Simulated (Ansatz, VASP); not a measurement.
# Te (Tellurium) in two plane-wave programs

Aim: how closely do two programs agree when they are given the same cell, functional and k mesh? The cell is taken from a series of VASP runs on this material, whose earlier steps may have relaxed, scaled or displaced it; both programs get it as it stands.

Calculated with Ansatz 0.2.0; plane waves, with VASP 6.6.1 beside it; zone-centre phonons at PBEsol with D3(BJ).

### 1. The structure

Symmetry: P3_121, No. 152, trigonal system. Conventional cell: a = 4.192 Å, b = 4.192 Å, c = 5.955 Å, α = 90.00°, β = 90.00°, γ = 120.00°. Nearest to Te lie 6 Te at 2.92 to 3.25 Å.

### 2. VASP: zone-centre phonons, PBEsol with D3(BJ)

Second derivatives magnify differences that forces hide, and they need a tight electronic threshold.

Lines of VASP's logs that name or quote its potential files are left out, and so is its time.

INCAR

```
SYSTEM = Te
PREC = Accurate
ENCUT = 450
EDIFF = 1E-08
NELM = 100
ISMEAR = 0
SIGMA = 0.03
LREAL = .FALSE.
ALGO = Normal
GGA = PS
IVDW = 12
NBANDS = 15
LORBIT = 11
LWAVE = .FALSE.
LCHARG = .FALSE.
KPAR = 2
IBRION = 6
NFREE = 2
POTIM = 0.015
NSW = 1
ISIF = 2
```

POSCAR

```
Te
1.0
    4.1920519020      0.0000000000      0.0000000000
   -2.0960259510      3.6304234411      0.0000000000
    0.0000000000      0.0000000000      5.9552549539
Te
3
Direct
    0.7053074250      0.7053074250      0.0000000000
    0.0000000000      0.2946925750      0.6666666667
    0.2946925750      0.0000000000      0.3333333333
```

KPOINTS

```
Automatic mesh
0
Gamma
8 8 6
0 0 0
```

The projector-augmented-wave data sets are Te (PBE family, release 64).

Launch:

```sh
$ mpirun -np 2 vasp_std
```

Numbers of over 12 decimals in the logs are rounded to 6 here.

The program printed:

```text
[banner, memory and clock lines left out]
running    2 mpi-ranks, on    1 nodes
 distrk:  each k-point on    1 cores,    2 groups
 distr:  one band on    1 cores,    1 groups

 POSCAR found type information on POSCAR Te
 POSCAR found :  1 types and       3 ions
|                                                                             |
|               ----> ADVICE to this user running VASP <----                  |
|                                                                             |
|     You enforced a specific xc type in the INCAR file but a different       |
|     [... a line on the potential file left out ...]
|     I HOPE YOU KNOW WHAT YOU ARE DOING!                                     |
|                                                                             |

 LDA part: xc-table for (Slater+PW92), standard interpolation
 POSCAR, INCAR and KPOINTS ok, starting setup
 FFT: planning ... GRIDC
 FFT: planning ... GRID_SOFT
 FFT: planning ... GRID
 WAVECAR not read
 entering main loop
       N       E                     dE             d eps       ncg     rms          rms(c)
DAV:   1     0.667925306704E+02    0.66793E+02   -0.61013E+03  1500   0.864E+02
DAV:   2    -0.638247541076E+01   -0.73175E+02   -0.69686E+02  2063   0.136E+02
DAV:   3    -0.104914004900E+02   -0.41089E+01   -0.40919E+01  1738   0.367E+01
DAV:   4    -0.105569430628E+02   -0.65543E-01   -0.65534E-01  2233   0.551E+00
DAV:   5    -0.105580153980E+02   -0.10723E-02   -0.10723E-02  1899   0.618E-01    0.149E+01
DAV:   6    -0.105442941256E+02    0.13721E-01   -0.88370E-03  1941   0.577E-01    0.917E+00
DAV:   7    -0.105396392092E+02    0.46549E-02   -0.17637E-02  1738   0.804E-01    0.206E-01
DAV:   8    -0.105393922232E+02    0.24699E-03   -0.27688E-03  1724   0.305E-01    0.105E-01
DAV:   9    -0.105394011256E+02   -0.89024E-05   -0.76125E-05  2144   0.596E-02    0.735E-02
DAV:  10    -0.105394015501E+02   -0.42456E-06   -0.82413E-06  1801   0.186E-02    0.106E-02
DAV:  11    -0.105393999658E+02    0.15843E-05   -0.36350E-06  1899   0.114E-02    0.472E-03
DAV:  12    -0.105394000385E+02   -0.72684E-07   -0.41755E-07  1955   0.381E-03    0.250E-03
DAV:  13    -0.105393999996E+02    0.38875E-07   -0.48078E-08  1808   0.138E-03    0.968E-04
DAV:  14    -0.105393999985E+02    0.11482E-08   -0.18396E-09  1142   0.278E-04
   1 F= -.11916317E+02 E0= -.11916317E+02  d E =-.402584E-08
[...]
2 F= -.11916052E+02 E0= -.11916052E+02  d E =-.329925E-08
[...]
3 F= -.11916064E+02 E0= -.11916064E+02  d E =-.136288E-07
[...]
4 F= -.11915745E+02 E0= -.11915745E+02  d E =-.923983E-07
 Finite differences progress:
  Degree of freedom:   2/  2
  Displacement:        1/  2
  Total:               3/  4
 bond charge predicted
       N       E                     dE             d eps       ncg     rms          rms(c)
DAV:   1    -0.105389014138E+02   -0.71223E-04   -0.19100E-01  6069   0.218E+00    0.456E-01
DAV:   2    -0.105387833124E+02    0.11810E-03   -0.85592E-03  7392   0.557E-01    0.243E-01
DAV:   3    -0.105388358083E+02   -0.52496E-04   -0.69795E-04  7126   0.151E-01    0.176E-01
DAV:   4    -0.105388313217E+02    0.44866E-05   -0.29281E-05  7908   0.329E-02    0.678E-02
DAV:   5    -0.105388303338E+02    0.98791E-06   -0.49681E-06  7330   0.154E-02    0.130E-02
DAV:   6    -0.105388302201E+02    0.11367E-06   -0.57078E-07  7322   0.479E-03    0.664E-03
DAV:   7    -0.105388301925E+02    0.27581E-07   -0.14272E-07  7594   0.184E-03    0.144E-03
DAV:   8    -0.105388301901E+02    0.24451E-08   -0.86575E-09  4242   0.629E-04
   5 F= -.11915745E+02 E0= -.11915745E+02  d E =-.923369E-07
 Finite differences progress:
  Degree of freedom:   2/  2
  Displacement:        2/  2
  Total:               4/  4
```

OUTCAR, selected parts (step 2):

```text
ion  position               nearest neighbor table
   1  0.705  0.705  0.000-   2 2.92   3 2.92   3 3.25   2 3.25   2 3.25   3 3.25
   2  0.000  0.295  0.667-   1 2.92   3 2.92   1 3.25   1 3.25   3 3.25   3 3.25
   3  0.295  0.000  0.333-   1 2.92   2 2.92   1 3.25   1 3.25   2 3.25   2 3.25

  LATTYP: Found a hexagonal cell.
 ALAT       =     4.1920519020
 C/A-ratio  =     1.4206062074

 Subroutine GETGRP returns: Found  6 space group operations
 (whereof  2 operations were pure point group operations)

The static configuration has the point symmetry C_2 .
 The point group associated with its full space group is D_3 .

 Found     50 irreducible k-points:

   k-points           NKPTS =     50   k-points in BZ     NKDIM =     50   number of bands    NBANDS=     15

   dimension x,y,z NGX =    30 NGY =   30 NGZ =   42
   dimension x,y,z NGXF=    60 NGYF=   60 NGZF=   84

   ENCUT  =  450.0 eV  33.07 Ry    5.75 a.u.   7.25  7.25 10.30*2*pi/ulx,y,z

   NELECT =      18.0000    total number of electrons

 k-points in reciprocal lattice and weights: Automatic mesh
   0.00000000  0.00000000  0.00000000       0.003
   0.12500000 -0.00000000  0.00000000       0.016
   0.25000000 -0.00000000  0.00000000       0.016
   0.37500000 -0.00000000  0.00000000       0.016
   0.50000000 -0.00000000  0.00000000       0.008
   0.12500000  0.12500000  0.00000000       0.016
   0.25000000  0.12500000  0.00000000       0.031
   0.37500000  0.12500000  0.00000000       0.031
   0.25000000  0.25000000  0.00000000       0.016
[...]
0.25000000  0.25000000  0.50000000       0.016
   0.37500000  0.25000000  0.50000000       0.016

 Edisp (eV)   -1.37691

 average (electrostatic) potential at core
       1 -87.5628       2 -87.5850       3 -87.5402

 E-fermi :   7.3073

 k-point     1 :       0.0000    0.0000    0.0000
  band No.  band energies     occupation
    ...
      5       4.8751      2.00000
      6       4.8773      2.00000
      7       5.5022      2.00000
      8       5.5080      2.00000
      9       6.0149      2.00000
     10       8.4170      0.00000
     11       8.4390      0.00000
     12       9.2032      0.00000
     13      12.0088      0.00000
     14      12.0402      0.00000
    ...

 k-point     2 :       0.1250   -0.0000    0.0000
  band No.  band energies     occupation
    ...
      5       4.0187      2.00000
      6       4.3108      2.00000
      7       6.1024      2.00000
      8       6.2603      2.00000
      9       6.9746      2.00000
     10       7.7889      0.00000
     11       8.2441      0.00000
     12       8.8397      0.00000
     13      11.5032      0.00000
     14      12.0522      0.00000
    ...

 k-point     3 :       0.2500   -0.0000    0.0000
  band No.  band energies     occupation
    ...
      5       3.0648      2.00000
      6       3.6874      2.00000
      7       5.5958      2.00000
      8       6.5293      2.00000
      9       6.7245      2.00000
     10       7.9171      0.00000
     11       8.2894      0.00000
     12       9.2630      0.00000
     13      10.4312      0.00000
     14      12.7104      0.00000
    ...

 Edisp (eV)   -1.37691

  Total      -0.01640     0.02508     0.00342    -0.01170    -0.04858    -0.02787
  in kB      -0.28995     0.44344     0.06049    -0.20675    -0.85886    -0.49264
  external pressure =        0.07 kB  Pullay stress =        0.00 kB

  energy-cutoff  :      450.00
  volume of cell :       90.63
      direct lattice vectors                 reciprocal lattice vectors
     4.192051902  0.000000000  0.000000000     0.238546665  0.137724981  0.000000000
    -2.096025951  3.630423441  0.000000000     0.000000000  0.275449962  0.000000000
     0.000000000  0.000000000  5.955254954     0.000000000  0.000000000  0.167918923

 POSITION                                       TOTAL-FORCE (eV/Angst)
 -----------------------------------------------------------------------------------
      1.47834      2.56056     -0.01500         0.002587     -0.003662      0.076317
     -0.61768      1.06986      3.97017        -0.000596      0.005519     -0.039276
      1.23537      0.00000      1.98508        -0.001991     -0.001857     -0.037041
 -----------------------------------------------------------------------------------
    total drift:                               -0.000009      0.000016      0.000042

  FREE ENERGIE OF THE ION-ELECTRON SYSTEM (eV)
  ---------------------------------------------------
  free  energy   TOTEN  =       -11.9157449808 eV

  energy  without entropy=      -11.9157448884  energy(sigma->0) =      -11.91574493

 Eigenvectors and eigenvalues of the dynamical matrix
 ----------------------------------------------------

   1 f  =    3.840812 THz    24.132532 2PiTHz  128.115688 cm-1    15.884314 meV
             X         Y         Z           dx          dy          dz
      1.478343  2.560565  0.000000    -0.061431   -0.037012   -0.392159
     -0.617683  1.069859  3.970170     0.062745   -0.034736   -0.417880
      1.235367  0.000000  1.985085    -0.001315    0.071666    0.810039

   2 f  =    3.840812 THz    24.132532 2PiTHz  128.115688 cm-1    15.884314 meV
             X         Y         Z           dx          dy          dz
      1.478343  2.560565  0.000000    -0.036958    0.061430   -0.708939
     -0.617683  1.069859  3.970170    -0.034681   -0.062746    0.694089
      1.235367  0.000000  1.985085     0.071720    0.001314    0.014850

   3 f  =    2.832446 THz    17.796783 2PiTHz   94.480230 cm-1    11.714050 meV
             X         Y         Z           dx          dy          dz
      1.478343  2.560565  0.000000    -0.288675   -0.500000    0.000000
     -0.617683  1.069859  3.970170    -0.288675    0.500000   -0.000000
      1.235367  0.000000  1.985085     0.577350   -0.000000    0.000000

   4 f  =    2.672921 THz    16.794455 2PiTHz   89.159032 cm-1    11.054306 meV
             X         Y         Z           dx          dy          dz
      1.478343  2.560565  0.000000     0.500000   -0.288675   -0.000065
     -0.617683  1.069859  3.970170    -0.500000   -0.288675   -0.000065
      1.235367  0.000000  1.985085     0.000000    0.577350   -0.000065

   5 f  =    2.400845 THz    15.084955 2PiTHz   80.083574 cm-1     9.929093 meV
             X         Y         Z           dx          dy          dz
      1.478343  2.560565  0.000000    -0.182985    0.542897    0.076074
     -0.617683  1.069859  3.970170    -0.378995   -0.429809   -0.096106
      1.235367  0.000000  1.985085     0.561397   -0.113205    0.020032

   6 f  =    2.400845 THz    15.084955 2PiTHz   80.083574 cm-1     9.929093 meV
             X         Y         Z           dx          dy          dz
      1.478343  2.560565  0.000000    -0.542975   -0.182597    0.067052
     -0.617683  1.069859  3.970170     0.429730   -0.378606    0.032356
      1.235367  0.000000  1.985085     0.113127    0.561786   -0.099408

   7 f/i=    0.000303 THz     0.001904 2PiTHz    0.010109 cm-1     0.001253 meV
             X         Y         Z           dx          dy          dz
      1.478343  2.560565  0.000000     0.000057   -0.000033    0.577350
     -0.617683  1.069859  3.970170    -0.000057   -0.000033    0.577350
      1.235367  0.000000  1.985085     0.000000    0.000065    0.577350

   8 f/i=    0.000844 THz     0.005302 2PiTHz    0.028145 cm-1     0.003490 meV
             X         Y         Z           dx          dy          dz
      1.478343  2.560565  0.000000    -0.577242    0.003259   -0.000063
     -0.617683  1.069859  3.970170    -0.577244    0.003594    0.000063
      1.235367  0.000000  1.985085    -0.577533    0.003425    0.000000

   9 f/i=    0.000844 THz     0.005302 2PiTHz    0.028145 cm-1     0.003490 meV
             X         Y         Z           dx          dy          dz
      1.478343  2.560565  0.000000    -0.003593   -0.577438    0.000036
     -0.617683  1.069859  3.970170    -0.003258   -0.577436    0.000037
      1.235367  0.000000  1.985085    -0.003427   -0.577147   -0.000073

 ELASTIC MODULI CONTR FROM IONIC RELAXATION (kBar)
 Direction    XX          YY          ZZ          XY          YZ          ZX
 --------------------------------------------------------------------------------
 XX        -138.0263    -38.9321   -120.8605     -0.0000    -76.2371     -0.0000
 YY         -38.9321   -138.0263   -120.8605     -0.0000     76.2371     -0.0000
 ZZ        -120.8605   -120.8605   -165.0925     -0.0000     -0.0000     -0.0000
 XY          -0.0000     -0.0000     -0.0000    -49.5471     -0.0000    -76.2372
 YZ         -76.2371     76.2371     -0.0000     -0.0000   -124.3559      0.0000
 ZX          -0.0000     -0.0000     -0.0000    -76.2372      0.0000   -124.3563
 --------------------------------------------------------------------------------

 total charge
# of ion       s       p       d       tot
------------------------------------------
    1        1.442   1.804   0.053   3.299
    2        1.442   1.804   0.053   3.299
    3        1.442   1.804   0.053   3.299
--------------------------------------------------
tot          4.325   5.413   0.160   9.898

[... 3 further parts left out ...]
```

[end of part 1 of 2]

[Lines on the potential files, build, host, timing and source positions are cut from VASP's logs without a mark.]

[Logs are printed without paths, hosts, clocks, repeated set-up lines and the standing remarks that a program may print on its own settings, such as how far it seeks lower states.]

[Hosts, paths, dates, database ids (printed as entryN), source tags and the programs' standing remarks are cut or masked in the printed files.]
